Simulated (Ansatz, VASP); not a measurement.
**MnO2: VASP beside Ansatz**

Aim: how closely do two programs agree when they are given the same cell, functional and k mesh? The cell is taken from a series of VASP runs on this material, whose earlier steps may have relaxed, scaled or displaced it; both programs get it as it stands. Other levels of theory on this material are compared in a session of their own.

Method: plane waves, with VASP 6.6.1 beside it; band structure at PBE, DFT+U, in Ansatz 0.2.0.

In doubt: warnings of the run leave room for a lower electronic state, so energies may not be the lowest and differences between runs may mislead.

**1. Starting point**

The structure is tetragonal, space group P4_2/mnm (No. 136). Conventional cell: a = 4.452 Å, b = 4.452 Å, c = 2.895 Å, α = 90.00°, β = 90.00°, γ = 90.00°. Mn has 6 O at 1.90 to 1.92 Å nearest. O has 3 Mn at 1.90 to 1.92 Å nearest. Farther neighbours and most contacts between anions are not listed.

**2. Ansatz: band structure, PBE, DFT+U**

Ansatz runs on its default PAW (the set named soft_2) files.

A single point gives forces, pressure and levels at one fixed geometry, so differences don't come from the geometry; what else differs is listed under the comparison.

Input file input.yaml:

```yaml
crystal:
  lattice:
    - [4.4515689296, 0.0, 0.0]
    - [0.0, 4.4515689296, 0.0]
    - [0.0, 0.0, 2.8954388431]
  atoms:
    - { symbol: Mn, position: [0.5, 0.5, 0.5], spin: 2.799 }
    - { symbol: Mn, position: [0.0, 0.0, 0.0], spin: 2.799 }
    - { symbol: O, position: [0.805569741, 0.194430259, 0.5], spin: 0.054 }
    - { symbol: O, position: [0.694430259, 0.694430259, 0.0], spin: 0.054 }
    - { symbol: O, position: [0.194430259, 0.805569741, 0.5], spin: 0.054 }
    - { symbol: O, position: [0.305569741, 0.305569741, 0.0], spin: 0.054 }
hamiltonian:
  xc: pbe
  pseudopotentials: { kind: paw }
  hubbard: { sites: [{ species: Mn, l: d, u_eff: 1.0 }] }
magnetization:
  spin_polarized: true
kpoints:
  mp_grid: { grid: [5, 5, 7] }
  band_path:
    path:
      - [0.0, 0.0, 0.0]
      - [0.0, 0.13333, 0.0]
      - [0.0, 0.3, 0.0]
      - [0.0, 0.46667, 0.0]
      - [0.1, 0.5, 0.0]
      - [0.26667, 0.5, 0.0]
      - [0.43333, 0.5, 0.0]
      - [0.43333, 0.43333, 0.0]
      - [0.26667, 0.26667, 0.0]
      - [0.1, 0.1, 0.0]
      - [0.0, 0.0, 0.03333]
      - [0.0, 0.0, 0.2]
      - [0.0, 0.0, 0.36667]
      - [0.0, 0.0, 0.5]
      - [0.0, 0.16667, 0.5]
      - [0.0, 0.3, 0.5]
      - [0.0, 0.46667, 0.5]
      - [0.1, 0.5, 0.5]
      - [0.26667, 0.5, 0.5]
      - [0.43333, 0.5, 0.5]
      - [0.43333, 0.43333, 0.5]
      - [0.26667, 0.26667, 0.5]
      - [0.1, 0.1, 0.5]
      - [0.0, 0.5, 0.03333]
      - [0.0, 0.5, 0.2]
      - [0.0, 0.5, 0.36667]
      - [0.5, 0.5, 0.0]
      - [0.5, 0.5, 0.16667]
      - [0.5, 0.5, 0.33333]
      - [0.5, 0.5, 0.5]
    npoints: 1
scf:
  occupations: { method: gaussian, width: 0.05 }
  n_extra_bands: 13
output:
  forces: true
  stress: true
  eigenvalues: true
  write_density: true
  write_potential: true
  elf: true
  volumetric_format: npy
```

Command:

```console
> ansatz run input.yaml --threads 4 --pin off --max-ram 9216MiB --backend cpu --events-out ev --progress --plain --runs-dir out
```

Numbers of over 12 decimals in the logs are rounded to 6 here.

Output:

```text
Mn: projections on atomic orbitals take those of the free atom [Ne] 3s2 3p6 3d5 4s2, of charge +0.00 (hamiltonian.pseudopotentials.projection_atoms); the dataset's partial waves leave at most 9.0e-7 of an orbital's norm unspanned inside its sphere
O: projections on atomic orbitals take those of the free atom [He] 2s2 2p4, of charge +0.00 (hamiltonian.pseudopotentials.projection_atoms); the dataset's partial waves leave at most 1.9e-8 of an orbital's norm unspanned inside its sphere
scf.n_extra_bands = 13 over 27 filled bands (N_el = 54.0): the run solves 40 bands
Engine: ansatz 0.2.0, aarch64-unknown-linux-gnu
Pseudopotentials: kind: paw
Pseudopotential: Mn, paw, valence charge 15, recommended cutoff 420 eV (normal), Mn.paw.azcp
Pseudopotential: O, paw, valence charge 6, recommended cutoff 420 eV (normal), O.paw.azcp
Functional definition: PBE
  parameter kappa = 0.804
  parameter beta = 0.066725
  exchange = pbe_x(kappa = kappa, mu = beta*pi^2/3)
  correlation = pbe_c(beta = beta)
Crystal: 6 atoms, lattice volume = 57.377 Å³
Basis set: ecut = 420 eV, 1137 PW (Γ), exchange–correlation on 60×60×40 points (8 copies of the dense FFT grid, shifted against one another)
Bands: 40, of which v1, the nominal top of the filled ones, is band 27 counted from 1 (26 counted from 0)
Symmetry: 16 space group operations
Space group: P42/mnm (ITA 136), of the structure as read, at distance tolerance 3.9e-5 Å
Magnetic group: BNS 136.495 (UNI 1155), of the structure as read, at distance tolerance 3.9e-5 Å
k-points: 24 of 175
Non-local potential: Mn, projectors of the file, l = 0: 3, l = 1: 2, l = 2: 3, l = 3: 1
Non-local potential: O, projectors of the file, l = 0: 2, l = 1: 2, l = 2: 1
PAW form: soft (Blöchl's): semilocal exchange-correlation on the pseudo side does not see the compensation charge
PAW one-centre angular grid: Mn, 590 points (default); XC on 64 Gauss nodes
PAW one-centre angular grid: O, 110 points (default); XC on 64 Gauss nodes
Initial density: superposition of atomic densities (chi_scale 0.1, normalization cell, long waves kept (reshape's long-wave potential 0.00 eV rms))
Starting moments: Σ|m| = 5.814 μB on 6 of 6 sites
Initial wavefunctions: pseudopotential atomic-orbital guess
Functional: x = pbe(κ = 0.804, μ = 0.219515), c = pbe(β = 0.066725)
SCF iter   1: F=—  HF=-10068.499054 eV  |F-HF|=—  |Δ(HF+E_count)|=         —  Δρ=2.26e-1 (↑1.37e-1 ↓2.26e-1)  dr2=7.16e1  dr2_m=1.72e0  M=3.448 μB ∫|m|=3.803 μB  β_m=0.30  ethr=3.10e-3  ⟨swp⟩=5.3  Hψ=6832  notcnv=0
preconditioner: auto → Kerker (q_TF=auto, 2.701 Å⁻¹)  [metal: Δε(μ)=0.013 eV  Ē_g=13.697 eV  σ=0.050 eV  W_gap=0.14  n_scr=18 (ndim 8)  ℏωp=30.2 eV  f_vac=0.000  D(μ)=10.33/eV (n_scr^D=180)]
spin=Collinear: Kerker preconditioning applied to the charge; magnetization (m = ρ↑ − ρ↓) channel mixes plain (no charge-response kernel on spin).
SCF iter   2: F=—  HF=-10067.535653 eV  |F-HF|=—  |Δ(HF+E_count)|=   9.63e-1  Δρ=1.29e-1 (↑9.63e-2 ↓1.29e-1)  dr2=1.90e1  dr2_m=1.05e0  M=6.000 μB ∫|m|=6.184 μB  β_m=0.30  ethr=3.10e-3  ⟨swp⟩=3.3  Hψ=4401  notcnv=0  defer=276
preconditioner: auto → Resta (q_TF=auto, 2.701 Å⁻¹)  ε∞=5.2  [insulator: Δε(μ)=0.120 eV  Ē_g=14.672 eV  σ=0.050 eV  W_gap=0.91  n_scr=18 (ndim 8)  ℏωp=30.2 eV  f_vac=0.000  D(μ)=0.06/eV (n_scr^D=0)  ε∞_Penn≈5.2]
spin=Collinear: Resta preconditioning applied to the charge; magnetization (m = ρ↑ − ρ↓) channel mixes plain (no charge-response kernel on spin).
SCF iter   3: F=—  HF=-10065.704768 eV  |F-HF|=—  |Δ(HF+E_count)|=    1.83e0  Δρ=6.96e-2 (↑5.03e-2 ↓6.96e-2)  dr2=4.10e0  dr2_m=6.01e-1  M=6.000 μB ∫|m|=6.237 μB  β_m=0.30  ethr=3.10e-3  ⟨swp⟩=3.5  Hψ=4003  notcnv=0  defer=280
SCF iter   4: F=—  HF=-10065.961122 eV  |F-HF|=—  |Δ(HF+E_count)|=   2.56e-1  Δρ=5.18e-2 (↑5.18e-2 ↓2.85e-2)  dr2=2.36e0  dr2_m=2.95e-1  M=5.992 μB ∫|m|=6.223 μB  β_m=1.00  ethr=3.10e-3  ⟨swp⟩=3.2  Hψ=4007  notcnv=0  defer=285
SCF iter   5: F=—  HF=-10065.892233 eV  |F-HF|=—  |Δ(HF+E_count)|=   6.89e-2  Δρ=2.18e-2 (↑1.27e-2 ↓2.18e-2)  dr2=5.22e-1  dr2_m=3.18e-2  M=6.000 μB ∫|m|=6.289 μB  β_m=0.30  ethr=3.10e-3  ⟨swp⟩=2.7  Hψ=2973  notcnv=0  defer=278
SCF iter   6: F=—  HF=-10065.950509 eV  |F-HF|=—  |Δ(HF+E_count)|=   5.83e-2  Δρ=1.25e-2 (↑6.05e-3 ↓1.25e-2)  dr2=1.44e-1  dr2_m=1.52e-2  M=6.000 μB ∫|m|=6.289 μB  β_m=0.30  ethr=9.67e-4  ⟨swp⟩=2.0  Hψ=2279  notcnv=0  defer=277
Mixer restart at iter 6: flushing history
spin-set hold released at iteration 6 (site moments contracting): the magnetisation degrees of freedom join the quasi-Newton model from the next iteration; the mixer history was flushed
SCF iter   7: F=—  HF=-10065.986788 eV  |F-HF|=—  |Δ(HF+E_count)|=   3.63e-2  Δρ=4.73e-3 (↑4.73e-3 ↓4.06e-3)  dr2=6.91e-3  dr2_m=6.43e-3  M=6.000 μB ∫|m|=6.289 μB  β_m=0.37  ethr=2.67e-4  ⟨swp⟩=2.1  Hψ=2322  notcnv=0  defer=284
SCF iter   8: F=—  HF=-10066.016781 eV  |F-HF|=—  |Δ(HF+E_count)|=   3.00e-2  Δρ=4.16e-3 (↑2.01e-3 ↓4.16e-3)  dr2=8.39e-3  dr2_m=3.48e-3  M=6.000 μB ∫|m|=6.286 μB  β_m=0.60  ethr=1.28e-5  ⟨swp⟩=2.4  Hψ=3103  notcnv=0  defer=284
SCF iter   9: F=—  HF=-10066.040373 eV  |F-HF|=—  |Δ(HF+E_count)|=   2.36e-2  Δρ=7.14e-4 (↑3.46e-4 ↓7.14e-4)  dr2=2.70e-4  dr2_m=6.04e-5  M=6.000 μB ∫|m|=6.277 μB  β_m=0.80  ethr=1.28e-5  ⟨swp⟩=2.0  Hψ=2984  notcnv=0  defer=284
SCF iter  10: F=—  HF=-10066.040600 eV  |F-HF|=—  |Δ(HF+E_count)|=   2.28e-4  Δρ=2.39e-4 (↑1.09e-4 ↓2.39e-4)  dr2=2.84e-5  dr2_m=1.01e-5  M=6.000 μB ∫|m|=6.273 μB  β_m=0.90  ethr=5.00e-7  ⟨swp⟩=2.4  Hψ=2436  notcnv=0  defer=284
SCF iter  11: F=—  HF=-10066.040633 eV  |F-HF|=—  |Δ(HF+E_count)|=   3.28e-5  Δρ=1.28e-4 (↑1.28e-4 ↓4.94e-5)  dr2=1.34e-5  dr2_m=9.26e-7  M=6.000 μB ∫|m|=6.271 μB  β_m=0.95  ethr=5.26e-8  ⟨swp⟩=2.0  Hψ=2662  notcnv=0  defer=284
SCF iter  12: F=—  HF=-10066.040633 eV  |F-HF|=—  |Δ(HF+E_count)|=   5.88e-7  Δρ=2.05e-5 (↑2.05e-5 ↓1.02e-5)  dr2=1.84e-7  dr2_m=8.42e-8  M=6.000 μB ∫|m|=6.270 μB  β_m=0.90  ethr=2.48e-8  ⟨swp⟩=1.8  Hψ=2203  notcnv=0  defer=284
SCF iter  13: F=—  HF=-10066.040633 eV  |F-HF|=—  |Δ(HF+E_count)|=   6.55e-8  Δρ=1.20e-5 (↑4.75e-6 ↓1.20e-5)  dr2=1.46e-7  dr2_m=1.03e-8  M=6.000 μB ∫|m|=6.270 μB  β_m=0.95  ethr=1.85e-10  ⟨swp⟩=13.0  Hψ=12526  notcnv=0
SCF iter  14: F=-10066.040633 eV  HF=-10066.040633 eV  |F-HF|=8.28e-10  |Δ(HF+E_count)|=   1.25e-8  Δρ=1.20e-6 (↑9.91e-7 ↓1.20e-6)  dr2=1.26e-9  dr2_m=3.05e-10  M=6.000 μB ∫|m|=6.270 μB  ethr=1.85e-10  ⟨swp⟩=5.3  Hψ=9176  notcnv=0
SCF 1 converged in 14 iterations: F = -10066.040633 eV  dr2 = 1.26e-9
  greatest PAW one-centre occupation: 1.000 electrons in one spin orbital (limit 2), on the Mn atom at site 1 (counted from 0), in its partial waves of l = 0
WARN: an SCF from ferrimagnetic starting moments (-2.80, 2.80, 0.05, 0.05, 0.05, 0.05 Bohr magnetons, atom by atom) was not made, by what the run has read of turns of its moments that order reads lower: the deck asks for what bars it, or types moments that do (magnetization.spin_polarized, in the input reference, names some of the keys), or the run goes by scf.lower_state_search: light, the default, which as a rule tries one only behind a close that has lost an order of both signs, or on which an open d or half-filled 4f shell of a PAW file has lost a moment that was set nearer to Hund's than to what is left; [rest of the remark cut]
NSCF: frozen V_eff on 30 k-points
SCF converged after 14 iterations
Magnetization: 6.0003 μB (30.0001 up, 23.9999 down)
Absolute magnetization: 6.2997 μB (∫|ρ↑−ρ↓|, with the PAW one-centre terms)
Spin contamination: 0.0812 ħ² per cell (⟨S²⟩ above its minimum at these occupations)
Per-site moments (μB) at R_I (Å): [(2.467716, 0.782026), (2.467716, 0.782026), (0.060335, 0.782026), (0.060335, 0.782026), (0.060335, 0.782026), (0.060335, 0.782026)]
Free energy (F): -10066.040633 eV
Harris-Foulkes:  -10066.040633 eV  (|F-HF|=8.28e-10)
Internal energy: -10066.040269 eV  (E = F + TS)
E sigma→0 (E₀):  -10066.040451 eV
Entropy (-TS):   -0.000364 eV (-0.061 meV/atom)
Fermi energy:    10.113775 eV
--- Per-component energies (eV) ---
  E_band       = -612.896207
  E_kinetic    = 1295.913738
  E_local      = -5542.289166  (includes V_loc(G=0)·N_el)
  E_nonlocal   = 665.759272
  E_hartree    = 2176.558708
  E_xc         = -520.147561
  E_vxc        = -664.605883  (∫ρ·V_xc dr)
  E_hubbard    = 1.372857  (on-site DFT+U / exact-exchange correction)
  E_vhub       = -2.298508  (the Hubbard potential's part of the band-sum identity)
  E_paw        = -3221.036442  (= ΣΔE_a)
  E_vpaw       = -718.500080  (= ΣTr[D̂ρ^β])
  E_aug_tail   = 0.009819  (compensation charges beyond the density's cutoff)
  E_ewald      = -4922.181492
  E_smearing   = -0.000364  (= −TS)
  E_closure    = -0.000000  (closes the sum)
  Σ components = -10066.040633   (vs F -10066.040633, Δ=0.00e0)
--- Forces (eV/Å), atoms counted from 1 ---
  atom   1  Mn     0.00000000     0.00000000     0.00000000
  atom   2  Mn     0.00000000    -0.00000000     0.00000000
  atom   3  O      0.01928690    -0.01928690     0.00000000
  atom   4  O     -0.01928690    -0.01928690     0.00000000
  atom   5  O     -0.01928690     0.01928690     0.00000000
  atom   6  O      0.01928690     0.01928690     0.00000000
  max |Σ_I F_I| component: 3.47e-18 eV/Å
--- Stress (GPa, compression-positive) ---
       -0.808305       0.000000       0.000000
        0.000000      -0.808305       0.000000
        0.000000       0.000000      -1.142214
  P = ⅓ Tr σ = -0.9196 GPa (-9.196 kbar)
--- Band table (eV; the first three rows and the last of 48) ---
  k-point 0 ↑: bands = [... 23 lower, 7.2268, 7.5407, 8.7541, 9.2344, 9.2344, 9.7830, 9.8208, 9.9731, ... 9 higher]
  k-point 1 ↑: bands = [... 23 lower, 7.0935, 7.7045, 8.5762, 9.4240, 9.4240, 9.5498, 9.7348, 10.3581, ... 9 higher]
  k-point 2 ↑: bands = [... 23 lower, 7.2993, 7.6222, 8.2811, 9.0745, 9.4951, 9.7119, 9.7119, 10.9061, ... 9 higher]
  k-point 23 ↓: bands = [... 23 lower, 9.0344, 11.3954, 11.7925, 11.8256, 11.8547, 12.1324, 12.4755, 12.8995, ... 9 higher]
Occupation matrices written to <dir>
```

Wall time 8.8 s (4 threads of Arm Neoverse N1, shared host); peak memory 0.44 GiB.

(Continued in part 2 of 2.)

[Lines on the potential files, build, host, timing and source positions are cut from VASP's logs without a mark.]

[Logs are printed without paths, hosts, clocks, repeated set-up lines and the standing remarks that a program may print on its own settings, such as how far it seeks lower states.]

[Hosts, paths, dates, database ids (printed as entryN), source tags and the programs' standing remarks are cut or masked in the printed files.]
